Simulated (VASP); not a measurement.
Consider the following.

```
AuCu
1.0
    2.82628     0.00000     0.00000
    0.00000     2.82628     0.00000
    0.00000     0.00000     3.55229
Cu Au
1 1
Direct
  0.00000   0.00000   0.00000
  0.50000   0.50000   0.50000
```

The numbers are results of PBEsol GGA, VASP's PBE PAW potentials (set 64) (plane waves; VASP), not measurements. Numerical set-up: 480 eV cut-off, 12×12×10 Γ-centred mesh, first-order Methfessel-Paxton smearing of 0.10 eV, potentials Cu Au.

Each row applies one change to this cell, which was relaxed at other settings and keeps the small stress of the first row; at a fixed cut-off the stress holds a Pulay part, so it need not integrate to ΔE exactly. Stress is in GPa, positive when the cell is compressed.

```tsv
change	ΔE (meV/atom)	σxx	σyy	σzz	largest shear component, with its sign (GPa)	largest force (eV/Å)
none	0.0	0.38	0.38	-0.05	0.00	0.000
biaxial strain of +0.5 % in the yz plane	0.5	-1.03	-1.51	-1.76	0.00	0.000
atom 2 (Au) moved by 0.025 Å along x	0.7	0.38	0.41	0.01	0.00	0.105
atom 2 (Au) moved by 0.100 Å along x	10.5	0.43	0.95	0.83	0.00	0.420
biaxial strain of +0.5 % in the xy plane	0.3	-1.37	-1.37	-1.61	0.00	0.000
atom 1 (Cu) moved by 0.050 Å along z	4.6	0.62	0.62	0.11	0.00	0.372
isotropic strain of +1.5 %	12.6	-6.49	-6.49	-6.82	0.00	0.000
isotropic strain of -2.0 %	32.7	12.75	12.75	12.00	0.00	0.000
```

Failed runs are left out, and for metals the shear rows, which the mesh's noise covers.

The compound is CuAu in the L1_0 structure.
